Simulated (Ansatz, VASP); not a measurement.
One calculation of K2SiSb3, two programs

Contents of INCAR:

```
SYSTEM = K2SiSb3
ALGO = Fast ; EDIFF = 1E-7
ENCUT = 520 ; GGA = PE
ISIF = 2 ; ISMEAR = 0
LASPH = .TRUE. ; LCHARG = .FALSE.
LREAL = .FALSE. ; LWAVE = .FALSE.
NBANDS = 28 ; NELM = 100
PREC = Accurate ; SIGMA = 0.1
```

KPOINTS

```
k-points
0
G
  3 3 3
  0 0 0
```

File POSCAR:

```
K2SiSb3
1.0
    3.2536151800      1.8784756000      4.5852182800
   -3.2536151800      1.8784756000      4.5852182800
    0.0000000000     -3.7569512000      4.5852182800
K Si Sb
2 1 3
Direct
    0.8712233300      0.8712233300      0.8712233300
    0.1287766700      0.1287766700      0.1287766700
    0.5000000000      0.5000000000      0.5000000000
    0.5000000000      0.0000000000      0.5000000000
    0.5000000000      0.5000000000      0.0000000000
    0.0000000000      0.5000000000      0.5000000000
```

Input for Ansatz:

```yaml
crystal:
  lattice:
    - [3.25361518, 1.8784756, 4.58521828]
    - [-3.25361518, 1.8784756, 4.58521828]
    - [0.0, -3.7569512, 4.58521828]
  atoms:
    - { symbol: K, position: [0.87122333, 0.87122333, 0.87122333] }
    - { symbol: K, position: [0.12877667, 0.12877667, 0.12877667] }
    - { symbol: Si, position: [0.5, 0.5, 0.5] }
    - { symbol: Sb, position: [0.5, 0.0, 0.5] }
    - { symbol: Sb, position: [0.5, 0.5, 0.0] }
    - { symbol: Sb, position: [0.0, 0.5, 0.5] }
basis:
  ecutwfc: 420
kpoints:
  mp_grid: { grid: [3, 3, 3] }
hamiltonian:
  xc: pbe
scf:
  occupations: { method: gaussian, width: 0.1 }
  lower_state_search: "off"
output:
  forces: true
  stress: true
  eigenvalues: true
```

Change from the starting cell: species swapped into the Sm2GeRh3 type (R-3m, No. 166).

Alike in both runs: task single point; functional PBE; k mesh 3 × 3 × 3; occupations gaussian, width 0.1 eV; no spin polarisation.

|  | VASP | Ansatz |
| --- | --- | --- |
| version | VASP 6.6.1 | Ansatz 0.2.0 |
| potentials or method | VASP PAW PBE potentials, release 64 (K_sv, Si, Sb) | scalar-relativistic, plane waves, PAW |
| plane-wave cutoff (eV) | 520 | 420 |
| valence electrons in the cell | 37 | 67 |

Ansatz gave:

| Property | Result |
| --- | --- |
| gap on the k mesh at the Fermi level (eV) | none |
| pressure (GPa) | 2.3 |
| largest component of the traceless stress (GPa) | 2.05 |
| rms of the force components (eV/Å) | 0.156 |

Q: What did VASP give for the same quantities?

A: gap on the k mesh at the Fermi level (eV): none; pressure (GPa): 2.3; largest component of the traceless stress (GPa): 2.07; rms of the force components (eV/Å): 0.156.

Atom by atom the forces differ by 0.000 eV/Å (rms over components). A gap of «none» marks a metal or a gap that the smearing closes. The two sets of potentials don't hold the same shells in valence.

Caveats: the k mesh is coarse (spacing up to 0.40 Å⁻¹), so the values aren't converged. The runs have no spin-orbit coupling, so splittings on Sb are missing.
